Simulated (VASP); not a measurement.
A convergence study with VASP on Na (bcc): one setting is varied, all else stays as given below, so the limit is that of these other settings. Each run relaxes cell and ions from the cell shown.

```xyz
1
Lattice="-2.1300 2.1300 2.1300 2.1300 -2.1300 2.1300 2.1300 2.1300 -2.1300" Properties=species:S:1:pos:R:3 pbc="T T T"
Na     0.0000     0.0000     0.0000
```

These are PBE GGA, VASP's PBE PAW potentials (set 64) (plane waves; VASP) values and carry that method's errors. The tightest run used: 550 eV cut-off, 17×17×17 Γ-centred mesh, first-order Methfessel-Paxton smearing of 0.10 eV, potentials Na_pv.

Task: The settings run are 2×2×2 mesh; 3×3×3 mesh; 5×5×5 mesh; 6×6×6 mesh; 7×7×7 mesh; 8×8×8 mesh; 9×9×9 mesh; 10×10×10 mesh; 11×11×11 mesh; 12×12×12 mesh; 13×13×13 mesh; 14×14×14 mesh; 15×15×15 mesh; 16×16×16 mesh; 17×17×17 mesh. From which on does the relaxed volume stay within 0.05 Å³/atom of the tightest run?

Result: From 11×11×11 mesh on: it is off by 0.040 there and by no more than 0.05 in any finer run, while 10×10×10 mesh is off by 0.081.
```csv
setting,relaxed volume (Å³/atom),E (eV/atom),irreducible k-points,difference judged (Å³/atom)
2×2×2 mesh,46.545,-0.3383,3,9.582
3×3×3 mesh,35.210,-1.4541,4,1.753
5×5×5 mesh,37.090,-1.3025,10,0.126
6×6×6 mesh,37.477,-1.2725,16,0.513
7×7×7 mesh,36.958,-1.3113,20,0.005
8×8×8 mesh,37.087,-1.3004,29,0.123
9×9×9 mesh,36.891,-1.3159,35,0.072
10×10×10 mesh,37.045,-1.3050,47,0.081
11×11×11 mesh,36.924,-1.3138,56,0.040
12×12×12 mesh,37.001,-1.3081,72,0.037
13×13×13 mesh,36.974,-1.3097,84,0.011
14×14×14 mesh,36.968,-1.3104,104,0.004
15×15×15 mesh,36.977,-1.3094,120,0.014
16×16×16 mesh,36.953,-1.3115,145,0.011
17×17×17 mesh,36.964,-1.3106,165,0.000
```

Left out are rungs that failed or repeat a setting and relaxations that didn't move; long series are thinned to 24 rows.

The compound is Na in the bcc structure.
